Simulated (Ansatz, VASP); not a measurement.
# Zn (linear Zn chain) in two plane-wave programs

Wanted: the spread between two codes on one cell, functional and k mesh. The structure shown is the end of the Ansatz relaxation below.

Main program and level: Ansatz 0.2.0; plane waves, with VASP 6.6.1 beside it; single point at PBEsol, single point at LDA and single point at PBE.

### Step 1. The starting structure

The cell holds 1 atom: 1 Zn. Cell: a = 7.500 Å, b = 7.500 Å, c = 2.495 Å, α = 90.0°, β = 90.0°, γ = 90.0°. Vacuum lies along a and b. The structure's axis is c.

### Step 2. Ansatz: relaxation, PBEsol

Ansatz runs on its default PAW (the set named soft_2) files.

This run makes the geometry at which the two programs are then compared.

input.yaml

```yaml
crystal:
  lattice:
    - [7.5, 0.0, 0.0]
    - [0.0, 7.5, 0.0]
    - [0.0, 0.0, 2.2692]
  atoms:
    - { symbol: Zn, position: [0.5, 0.5, 0.0], spin: 0.5 }
magnetization:
  spin_polarized: true
kpoints:
  mp_grid: { grid: [1, 1, 36] }
scf:
  occupations: { method: fermi_dirac, width: 0.05 }
hamiltonian:
  xc: pbesol
relax:
  cell: { fix: [a, b, alpha, beta, gamma] }
  max_steps: 60
```

Launch:

```
$ ansatz run input.yaml --threads 4 --pin off --max-ram 8192MiB --backend cpu --events-out ev --progress --plain --runs-dir out
```

Numbers of over 12 decimals in the logs are rounded to 6 here.

Log:

```text
Engine: ansatz 0.2.0, aarch64-unknown-linux-gnu
Pseudopotentials: kind: paw
Pseudopotential: Zn, paw, valence charge 12, recommended cutoff 420 eV (normal), Zn.paw.azcp
Functional definition: PBEsol
  exchange = pbesol_x
  correlation = pbesol_c
Crystal: 1 atoms, lattice volume = 127.643 Å³
Basis set: ecut = 420 eV, 2511 PW (Γ), exchange–correlation on 108×108×32 points (8 copies of the dense FFT grid, shifted against one another)
Bands: 11, of which v1, the nominal top of the filled ones, is band 6 counted from 1 (5 counted from 0)
Symmetry: 16 space group operations
Space group: P4/mmm (ITA 123), of the structure as read, at distance tolerance 5.0e-5 Å
Magnetic group: BNS 123.339 (UNI 999), of the structure as read, at distance tolerance 5.0e-5 Å
k-points: 19 of 36
Non-local potential: Zn, projectors of the file, l = 0: 2, l = 1: 2, l = 2: 3, l = 3: 1
PAW form: soft (Blöchl's): semilocal exchange-correlation on the pseudo side does not see the compensation charge
PAW frozen core: Zn, regenerated for the run's functional, and the local potential with it (the file was generated under x = pbe(κ = 0.804, μ = 0.219515), c = pbe(β = 0.066725))
PAW one-centre angular grid: Zn, 590 points (default); XC on 64 Gauss nodes
Initial density: superposition of atomic densities (neutral atoms: chi_scale 0, normalization atom)
Starting moments: Σ|m| = 0.5 μB on 1 of 1 site
Initial wavefunctions: pseudopotential atomic-orbital guess
Functional: x = pbesol(κ = 0.804, μ = 0.123457), c = pbesol(β = 0.046)
iter 1 solved again at ethr=2.27e-3 eV; its pass at ethr=3.10e-3 eV (dr2=2.73e-1 eV) is discarded
SCF iter   1: F=—  HF=-3279.530727 eV  |F-HF|=—  |Δ(HF+E_count)|=         —  Δρ=2.55e-2 (↑2.55e-2 ↓1.59e-2)  dr2=2.79e-1  dr2_m=4.52e-1  M=0.107 μB ∫|m|=0.107 μB  β_m=0.30  ethr=2.27e-3  ⟨swp⟩=1.0  Hψ=3369  notcnv=0
preconditioner: auto → LDOS  [metal: Δε(μ)=0.161 eV  Ē_g=11.332 eV  σ=0.050 eV  W_gap=0.46  n_scr=12 (ndim 8)  ℏωp=11.4 eV  f_vac=0.694  D(μ)=1.56/eV (n_scr^D=8)]
spin=Collinear: LDOS preconditioning applied to the charge; magnetization (m = ρ↑ − ρ↓) channel mixes plain (no charge-response kernel on spin).
SCF iter   2: F=—  HF=-3279.507429 eV  |F-HF|=—  |Δ(HF+E_count)|=   2.33e-2  Δρ=1.60e-2 (↑1.60e-2 ↓1.37e-2)  dr2=1.42e-1  dr2_m=2.31e-1  M=0.105 μB ∫|m|=0.105 μB  β_m=0.30  ethr=2.27e-3  ⟨swp⟩=2.9  Hψ=722  notcnv=0
SCF iter   3: F=—  HF=-3279.489795 eV  |F-HF|=—  |Δ(HF+E_count)|=   1.76e-2  Δρ=1.07e-2 (↑1.07e-2 ↓1.02e-2)  dr2=4.62e-2  dr2_m=1.17e-1  M=0.117 μB ∫|m|=0.117 μB  β_m=0.30  ethr=1.19e-3  ⟨swp⟩=2.0  Hψ=773  notcnv=0  defer=7
SCF iter   4: F=—  HF=-3279.487538 eV  |F-HF|=—  |Δ(HF+E_count)|=   2.26e-3  Δρ=7.74e-3 (↑7.05e-3 ↓7.74e-3)  dr2=5.34e-3  dr2_m=6.02e-2  M=0.114 μB ∫|m|=0.114 μB  β_m=0.30  ethr=3.85e-4  ⟨swp⟩=2.0  Hψ=572  notcnv=0  defer=20
SCF iter   5: F=—  HF=-3279.498162 eV  |F-HF|=—  |Δ(HF+E_count)|=   1.06e-2  Δρ=5.21e-3 (↑5.21e-3 ↓5.05e-3)  dr2=3.09e-4  dr2_m=3.08e-2  M=0.115 μB ∫|m|=0.115 μB  β_m=0.30  ethr=4.45e-5  ⟨swp⟩=2.6  Hψ=718  notcnv=0  defer=20
SCF iter   6: F=—  HF=-3279.499804 eV  |F-HF|=—  |Δ(HF+E_count)|=   1.64e-3  Δρ=3.73e-3 (↑3.73e-3 ↓3.62e-3)  dr2=1.60e-4  dr2_m=1.57e-2  M=0.119 μB ∫|m|=0.119 μB  β_m=0.30  ethr=2.58e-6  ⟨swp⟩=2.2  Hψ=673  notcnv=0  defer=20
SCF iter   7: F=—  HF=-3279.500841 eV  |F-HF|=—  |Δ(HF+E_count)|=   1.04e-3  Δρ=2.63e-3 (↑2.62e-3 ↓2.63e-3)  dr2=1.53e-5  dr2_m=8.08e-3  M=0.122 μB ∫|m|=0.123 μB  β_m=0.30  ethr=1.34e-6  ⟨swp⟩=2.7  Hψ=752  notcnv=0  defer=20
SCF iter   8: F=—  HF=-3279.501331 eV  |F-HF|=—  |Δ(HF+E_count)|=   4.91e-4  Δρ=1.90e-3 (↑1.87e-3 ↓1.90e-3)  dr2=1.57e-6  dr2_m=4.16e-3  M=0.126 μB ∫|m|=0.128 μB  β_m=0.30  ethr=1.28e-7  ⟨swp⟩=2.0  Hψ=644  notcnv=0  defer=20
Mixer restart at iter 8: flushing history
spin-set hold released at iteration 8 (site moments contracting): the magnetisation degrees of freedom join the quasi-Newton model from the next iteration; the mixer history was flushed
[...]
the starting moments were not kept: the SCF closed with an absolute magnetisation of 6.4e-6 μB, where they sum to 0.5 μB in size (1 site). That is at most 0.1 of that sum. Measured as dr2_m measures the in/out step, that magnetisation stands 3.0e-12 eV from none, at or under the dr2_threshold of 3.1e-8 eV: it is no larger than a step whose dr2_m would equal this threshold.
SCF 5 converged in 8 iterations: F = -3279.617966 eV  dr2 = 6.13e-13
relax step   5: F+E_penalty+E_count = -3279.61796595 eV  Δ(F+E_penalty+E_count) = -1.955e-4 eV  max|allowed force component| = 0.000e0 eV/Å  Δτ_max = 0.0000 Å  P = -0.042 GPa  Ω = 140.356 Å³  energy of the carried Pulay correction = -5.853e-4 eV  fix = [a, b, alpha, beta, gamma]  reactions: a -0.075, b -0.075 GPa  (8 SCF iters, dr2 threshold 3.14e-8 eV, accepted)
Basis set: ecut = 420 eV, 2745 PW (Γ), exchange–correlation on 108×108×36 points (8 copies of the dense FFT grid, shifted against one another)
Initial wavefunctions: pseudopotential atomic-orbital guess (no wavefunctions were taken with the density)
[...]
preconditioner: auto → none  [insulator: Δε(μ)=0.347 eV  Ē_g=10.735 eV  σ=0.050 eV  W_gap=0.65  n_scr=12 (ndim 8)  ℏωp=10.9 eV  f_vac=0.709  D(μ)=0.92/eV (n_scr^D=4)  ε∞_Penn≈2.0]
[...]
SCF iter   6: F=—  HF=-3279.618616 eV  |F-HF|=—  |Δ(HF+E_count)|=   5.95e-5  Δρ=2.45e-6 (↑2.45e-6 ↓2.45e-6)  dr2=4.30e-8  dr2_m=9.08e-14  M=-0.000 μB ∫|m|=0.000 μB  β_m=0.77  ethr=1.31e-9  ⟨swp⟩=2.9  Hψ=850  notcnv=0
SCF iter   7: F=—  HF=-3279.618618 eV  |F-HF|=—  |Δ(HF+E_count)|=   2.21e-6  Δρ=3.44e-7 (↑3.44e-7 ↓3.43e-7)  dr2=9.57e-10  dr2_m=3.28e-14  M=-0.000 μB ∫|m|=0.000 μB  β_m=0.79  ethr=3.58e-10  ⟨swp⟩=2.1  Hψ=496  notcnv=0
SCF iter   8: F=—  HF=-3279.618954 eV  |F-HF|=—  |Δ(HF+E_count)|=   3.36e-4  Δρ=3.23e-6 (↑3.23e-6 ↓3.23e-6)  dr2=2.07e-7  dr2_m=1.31e-14  M=-0.000 μB ∫|m|=0.000 μB  β_m=0.79  ethr=7.97e-12  ⟨swp⟩=3.7  Hψ=1078  notcnv=0
SCF iter   9: F=—  HF=-3279.618954 eV  |F-HF|=—  |Δ(HF+E_count)|=   3.10e-9  Δρ=3.15e-6 (↑3.15e-6 ↓3.15e-6)  dr2=1.98e-7  dr2_m=1.38e-14  M=-0.000 μB ∫|m|=0.000 μB  β_m=0.56  ethr=7.97e-12  ⟨swp⟩=1.0  Hψ=418  notcnv=0
SCF iter  10: F=—  HF=-3279.618954 eV  |F-HF|=—  |Δ(HF+E_count)|=   2.22e-8  Δρ=2.48e-6 (↑2.48e-6 ↓2.48e-6)  dr2=1.23e-7  dr2_m=2.16e-14  M=-0.000 μB ∫|m|=0.000 μB  β_m=0.64  ethr=7.97e-12  ⟨swp⟩=2.1  Hψ=672  notcnv=0
SCF iter  11: F=—  HF=-3279.618954 eV  |F-HF|=—  |Δ(HF+E_count)|=   1.92e-8  Δρ=1.65e-6 (↑1.65e-6 ↓1.65e-6)  dr2=5.38e-8  dr2_m=2.36e-14  M=-0.000 μB ∫|m|=0.000 μB  β_m=0.82  ethr=7.97e-12  ⟨swp⟩=2.1  Hψ=670  notcnv=0
SCF iter  12: F=—  HF=-3279.618954 eV  |F-HF|=—  |Δ(HF+E_count)|=   1.35e-8  Δρ=5.69e-7 (↑5.66e-7 ↓5.69e-7)  dr2=6.34e-9  dr2_m=1.31e-14  M=-0.000 μB ∫|m|=0.000 μB  β_m=0.91  ethr=7.97e-12  ⟨swp⟩=2.4  Hψ=680  notcnv=0
SCF iter  13: F=—  HF=-3279.618954 eV  |F-HF|=—  |Δ(HF+E_count)|=   1.53e-9  Δρ=2.30e-7 (↑2.28e-7 ↓2.30e-7)  dr2=1.03e-9  dr2_m=4.41e-15  M=-0.000 μB ∫|m|=0.000 μB  β_m=0.95  ethr=7.97e-12  ⟨swp⟩=2.9  Hψ=590  notcnv=0
SCF iter  14: F=—  HF=-3279.618954 eV  |F-HF|=—  |Δ(HF+E_count)|=  2.87e-10  Δρ=4.53e-8 (↑4.43e-8 ↓4.53e-8)  dr2=4.01e-11  dr2_m=1.06e-15  M=-0.000 μB ∫|m|=0.000 μB  β_m=0.78  ethr=7.97e-12  ⟨swp⟩=2.1  Hψ=460  notcnv=0
SCF iter  15: F=-3279.618954 eV  HF=-3279.618954 eV  |F-HF|=3.64e-12  |Δ(HF+E_count)|=  8.64e-12  Δρ=2.18e-8 (↑2.10e-8 ↓2.18e-8)  dr2=8.33e-12  dr2_m=4.03e-16  M=-0.000 μB ∫|m|=0.000 μB  ethr=1.00e-12  ⟨swp⟩=3.9  Hψ=1584  notcnv=0
the starting moments were not kept: the SCF closed with an absolute magnetisation of 9.0e-8 μB, where they sum to 0.5 μB in size (1 site). That is at most 0.1 of that sum. Measured as dr2_m measures the in/out step, that magnetisation stands 6.6e-16 eV from none, at or under the dr2_threshold of 1.0e-11 eV: it is no larger than a step whose dr2_m would equal this threshold.
SCF 6 converged in 15 iterations: F = -3279.618954 eV  dr2 = 8.33e-12
relax step   6: F+E_penalty+E_count = -3279.61895424 eV  Δ(F+E_penalty+E_count) = -9.883e-4 eV  max|allowed force component| = 0.000e0 eV/Å  Δτ_max = 0.0000 Å  P = -0.034 GPa  Ω = 140.356 Å³  fix = [a, b, alpha, beta, gamma]  reactions: a -0.073, b -0.073 GPa  stress off target by 4.25e-2 GPa on what of the cell is left free  SCF on the basis re-selected at this cell (its energy is not comparable with the rows above)  (15 SCF iters)
basis re-selected at this cell: Δ(F+E_penalty+E_count) = -9.883e-4 eV, ΔP = +0.008 GPa vs the last step (what re-selecting the basis moved, of the pressure what is left beyond the Pulay correction that the steps carried, after the strain that the cell walked since its last selection, with what the two solves' SCF thresholds leave and, on support functions, any second-order correction that the steps lacked; it is no measure of the basis error at this ecutwfc). The dense FFT grid was sized anew with the basis: this SCF ran on 54×54×18 points, the steps before it on 54×54×16, so part of this shift can come from that change (see relax.cell in the input reference). [rest of the remark cut]
SCF converged after 15 iterations
Magnetization: -0.0000 μB (6.0000 up, 6.0000 down)
Absolute magnetization: 0.0000 μB (∫|ρ↑−ρ↓|, with the PAW one-centre terms)
Spin contamination: 0.0000 ħ² per cell (⟨S²⟩ above its minimum at these occupations)
Per-site moments (μB) at R_I (Å): [(-1.110174519059608e-8, 1.029274)]
Free energy (F): -3279.618954 eV
Harris-Foulkes:  -3279.618954 eV  (|F-HF|=3.64e-12)
Internal energy: -3279.610824 eV  (E = F + TS)
E sigma→0 (E₀):  -3279.614889 eV
Entropy (-TS):   -0.008130 eV (-8.130 meV/atom)
Fermi energy:    -0.975634 eV
--- Per-component energies (eV) ---
  E_band       = -96.410408
  E_kinetic    = 130.016065
  E_local      = -3262.487487  (includes V_loc(G=0)·N_el)
  E_nonlocal   = 612.548644
  E_hartree    = 1432.626149
  E_xc         = -134.196373
  E_vxc        = -50.250843  (∫ρ·V_xc dr)
  E_paw        = -1788.059416  (= ΣΔE_a)
  E_vpaw       = -391.488860  (= ΣTr[D̂ρ^β])
  E_aug_tail   = -0.000358  (compensation charges beyond the density's cutoff)
  E_ewald      = -270.855403
  E_core_change = 0.797355  (= ΣΔE_core)
  E_smearing   = -0.008130  (= −TS)
  E_closure    = 0.000000  (closes the sum)
  Σ components = -3279.618954   (vs F -3279.618954, Δ=0.00e0)
--- Forces (eV/Å), atoms counted from 1 ---
  atom   1  Zn     0.00000000     0.00000000     0.00000000
  max |Σ_I F_I| component: 9.47e-29 eV/Å
--- Stress (GPa, compression-positive) ---
       -0.072735       0.000000       0.000000
        0.000000      -0.072735       0.000000
        0.000000       0.000000       0.042521
  P = ⅓ Tr σ = -0.0343 GPa (-0.343 kbar)
--- Relaxed structure (5 steps of the walk, 5 accepted, 1 SCFs on fresh bases) ---
  F+E_penalty+E_count = -3279.61895424 eV   max|allowed force component| = 0.000e0 eV/Å   (the final SCF, on the basis selected at the relaxed cell)
  cell:  # Å, volume = 140.3556 Å³
    - [7.5, 0.0, 0.0]
    - [0.0, 7.5, 0.0]
    - [0.0, 0.0, 2.495211]
  atoms:
    - { symbol: Zn, position: [0.5, 0.5, 0.0] }
```

In the SCF lines HF is the Harris–Foulkes energy and dr2 the Hartree energy of the density residual, in eV; the loop may stop once dr2 is under the threshold and the program's other checks hold. Hψ counts applications of the Hamiltonian.

### Step 3. VASP: single point, PBEsol

The same cell, functional, mesh and smearing now go to VASP, with its own data sets.

Lines of VASP's logs that name or quote its potential files are left out, and so is its time.

INCAR

```
SYSTEM = Zn
PREC = Accurate
ENCUT = 500
EDIFF = 1E-06
NELM = 200
ISMEAR = -1
SIGMA = 0.05
LREAL = .FALSE.
ALGO = Normal
GGA = PS
NBANDS = 12
ISPIN = 2
MAGMOM = -0
LORBIT = 11
LWAVE = .FALSE.
LCHARG = .FALSE.
ISIF = 2
LASPH = .TRUE.
GGA_COMPAT = .FALSE.
KPAR = 2
```

POSCAR

```
Zn
1.0
    7.5000000000      0.0000000000      0.0000000000
    0.0000000000      7.5000000000      0.0000000000
    0.0000000000      0.0000000000      2.4952106853
Zn
1
Direct
    0.5000000000      0.5000000000      0.0000000000
```

KPOINTS

```
Automatic mesh
0
Gamma
1 1 36
0 0 0
```

The projector-augmented-wave data sets are Zn (PBE family, release 64).

Launch:

```
$ mpirun -np 2 vasp_std
```

Log:

```text
[banner, memory and clock lines left out]
running    2 mpi-ranks, on    1 nodes
 distrk:  each k-point on    1 cores,    2 groups
 distr:  one band on    1 cores,    1 groups

 POSCAR found type information on POSCAR Zn
 POSCAR found :  1 types and       1 ions
|                                                                             |
|               ----> ADVICE to this user running VASP <----                  |
|                                                                             |
|     You enforced a specific xc type in the INCAR file but a different       |
|     [... a line on the potential file left out ...]
|     I HOPE YOU KNOW WHAT YOU ARE DOING!                                     |
|                                                                             |

 LDA part: xc-table for (Slater+PW92), standard interpolation
 POSCAR, INCAR and KPOINTS ok, starting setup
 FFT: planning ... GRIDC
 FFT: planning ... GRID_SOFT
 FFT: planning ... GRID
 WAVECAR not read
 entering main loop
       N       E                     dE             d eps       ncg     rms          rms(c)
DAV:   1     0.404609442805E+02    0.40461E+02   -0.47616E+03   912   0.750E+02
DAV:   2     0.116604871129E+01   -0.39295E+02   -0.38154E+02   992   0.164E+02
DAV:   3    -0.367463000918E+00   -0.15335E+01   -0.15233E+01  1048   0.360E+01
DAV:   4    -0.378416152843E+00   -0.10953E-01   -0.10952E-01  1060   0.332E+00
DAV:   5    -0.378518407575E+00   -0.10225E-03   -0.10225E-03  1112   0.266E-01    0.180E+00
DAV:   6    -0.327734409261E+00    0.50784E-01   -0.11834E-01   960   0.509E+00    0.992E-01
DAV:   7    -0.309431639655E+00    0.18303E-01   -0.21552E-02   976   0.101E+00    0.294E-01
DAV:   8    -0.307772415940E+00    0.16592E-02   -0.45586E-03   968   0.531E-01    0.787E-02
DAV:   9    -0.308051380092E+00   -0.27896E-03   -0.38710E-04   940   0.125E-01    0.380E-02
DAV:  10    -0.307986108095E+00    0.65272E-04   -0.34504E-05  1024   0.393E-02    0.181E-02
DAV:  11    -0.308051288404E+00   -0.65180E-04   -0.89223E-05   924   0.415E-02    0.154E-02
DAV:  12    -0.308056007092E+00   -0.47187E-05   -0.32303E-06   960   0.110E-02    0.723E-03
DAV:  13    -0.308066152869E+00   -0.10146E-04   -0.18695E-06   920   0.728E-03    0.221E-03
DAV:  14    -0.308082201063E+00   -0.16048E-04   -0.27298E-06   912   0.785E-03    0.144E-03
DAV:  15    -0.308083002058E+00   -0.80099E-06   -0.17895E-07   980   0.191E-03
   1 F= -.30808300E+00 E0= -.30401207E+00  d E =-.814187E-02  mag=     0.0000
```

Parts of OUTCAR (step 3):

```text
ion  position               nearest neighbor table
   1  0.500  0.500  0.000-

  LATTYP: Found a simple tetragonal cell.
 ALAT       =     7.5000000000
 C/A-ratio  =     0.3326947580

 Subroutine GETGRP returns: Found 16 space group operations
 (whereof 16 operations were pure point group operations)

The static configuration has the point symmetry D_4h.

 Found     19 irreducible k-points:

   k-points           NKPTS =     19   k-points in BZ     NKDIM =     19   number of bands    NBANDS=     12

   dimension x,y,z NGX =    56 NGY =   56 NGZ =   18
   dimension x,y,z NGXF=   112 NGYF=  112 NGZF=   36

   ENCUT  =  500.0 eV  36.75 Ry    6.06 a.u.  13.67 13.67  4.55*2*pi/ulx,y,z

   NELECT =      12.0000    total number of electrons

 k-points in reciprocal lattice and weights: Automatic mesh
   0.00000000  0.00000000  0.00000000       0.028
   0.00000000  0.00000000  0.02777778       0.056
   0.00000000  0.00000000  0.05555556       0.056
   0.00000000  0.00000000  0.08333333       0.056
   0.00000000  0.00000000  0.11111111       0.056
   0.00000000  0.00000000  0.13888889       0.056
   0.00000000  0.00000000  0.16666667       0.056
   0.00000000  0.00000000  0.19444444       0.056
   0.00000000  0.00000000  0.22222222       0.056
[...]
0.00000000  0.00000000  0.47222222       0.056
   0.00000000  0.00000000  0.50000000       0.028

 average (electrostatic) potential at core
       1 -41.7958

 E-fermi :  -1.8346

 spin component 1
 k-point     1 :       0.0000    0.0000    0.0000
  band No.  band energies     occupation
    ...
      2      -9.6564      1.00000
      3      -9.6562      1.00000
      4      -9.1799      1.00000
      5      -9.1799      1.00000
      6      -7.3440      1.00000
      7      -1.7302      0.11028
      8      -1.7302      0.11028
      9       0.1133      0.00000
     10       1.5292      0.00000
     11       3.3758      0.00000
    ...

 k-point     2 :       0.0000    0.0000    0.0278
  band No.  band energies     occupation
    ...
      2      -9.6555      1.00000
      3      -9.6553      1.00000
      4      -9.1859      1.00000
      5      -9.1859      1.00000
      6      -7.3297      1.00000
      7      -1.7084      0.07421
      8      -1.7084      0.07421
      9       0.1315      0.00000
     10       1.5476      0.00000
     11       3.3948      0.00000
    ...

 k-point     3 :       0.0000    0.0000    0.0556
  band No.  band energies     occupation
    ...
      2      -9.6528      1.00000
      3      -9.6526      1.00000
      4      -9.2035      1.00000
      5      -9.2035      1.00000
      6      -7.2867      1.00000
      7      -1.6432      0.02131
      8      -1.6432      0.02131
      9       0.1861      0.00000
     10       1.6029      0.00000
     11       3.4519      0.00000
    ...

 k-point     4 :       0.0000    0.0000    0.0833
  band No.  band energies     occupation
    ...
      2      -9.6484      1.00000
      3      -9.6482      1.00000
      4      -9.2319      1.00000
      5      -9.2319      1.00000
      6      -7.2140      1.00000
      7      -1.5352      0.00250
      8      -1.5352      0.00250
      9       0.2770      0.00000
     10       1.6949      0.00000
     11       3.5466      0.00000
    ...

 k-point     5 :       0.0000    0.0000    0.1111
  band No.  band energies     occupation
    ...
      2      -9.6425      1.00000
      3      -9.6423      1.00000
      4      -9.2699      1.00000
      5      -9.2699      1.00000
      6      -7.1101      1.00000
      7      -1.3853      0.00013
      8      -1.3853      0.00013
      9       0.4045      0.00000
     10       1.8237      0.00000
     11       3.6734      0.00000
    ...

 k-point     6 :       0.0000    0.0000    0.1389
  band No.  band energies     occupation
    ...
      2      -9.6351      1.00000
      3      -9.6349      1.00000
      4      -9.3159      1.00000
      5      -9.3159      1.00000
      6      -6.9729      1.00000
      7      -1.1945      0.00000
      8      -1.1945      0.00000
      9       0.5683      0.00000
     10       1.9895      0.00000
     11       3.8366      0.00000
    ...

  Total       -0.0642979     -0.0642979      0.0686196     -0.0000000     -0.0000000      0.0000000
  in kB       -0.7339685     -0.7339685      0.7833018     -0.0000000     -0.0000000      0.0000000
  external PRESSURE =      -0.2282117 kB  Pullay stress =       0.0000000 kB

  energy-cutoff  :      500.00
  volume of cell :      140.36
      direct lattice vectors                 reciprocal lattice vectors
     7.500000000  0.000000000  0.000000000     0.133333333  0.000000000  0.000000000
     0.000000000  7.500000000  0.000000000     0.000000000  0.133333333  0.000000000
     0.000000000  0.000000000  2.495210685     0.000000000  0.000000000  0.400767761

 POSITION                                       TOTAL-FORCE (eV/Angst)
 -----------------------------------------------------------------------------------
      3.75000      3.75000      0.00000         0.000000      0.000000      0.000000
 -----------------------------------------------------------------------------------
    total drift:                                0.000000      0.000000      0.000000

  FREE ENERGIE OF THE ION-ELECTRON SYSTEM (eV)
  ---------------------------------------------------
  free  energy   TOTEN  =        -0.3080830021 eV

  energy  without entropy=       -0.2999411293  energy(sigma->0) =       -0.30401207

 total charge
# of ion       s       p       d       tot
------------------------------------------
    1        0.760   0.225   9.716  10.701

 magnetization (x)
# of ion       s       p       d       tot
------------------------------------------
    1       -0.000   0.000   0.000   0.000

[... 6 further parts left out ...]
```

The gap is under twice the smearing width, so the edge states are partly filled and the run can't tell a small gap from a semimetal.

### Step 4. Differences

Known differences besides the potentials themselves: the cutoff is 420 eV in Ansatz and 500 eV in VASP; Ansatz makes its cores anew for this functional, VASP keeps those of its PBE data sets; Ansatz's pressure holds a Pulay correction, VASP's none. Total energies have different zeros and are not compared.

Compared:

```tsv
quantity	Ansatz	VASP	difference
pressure (GPa)	-0.03	-0.02	-0.01
```

(Continued in part 2 of 2.)

[Lines on the potential files, build, host, timing and source positions are cut from VASP's logs without a mark.]

[Logs are printed without paths, hosts, clocks, repeated set-up lines and the standing remarks that a program may print on its own settings, such as how far it seeks lower states.]

[Hosts, paths, dates, database ids (printed as entryN), source tags and the programs' standing remarks are cut or masked in the printed files.]
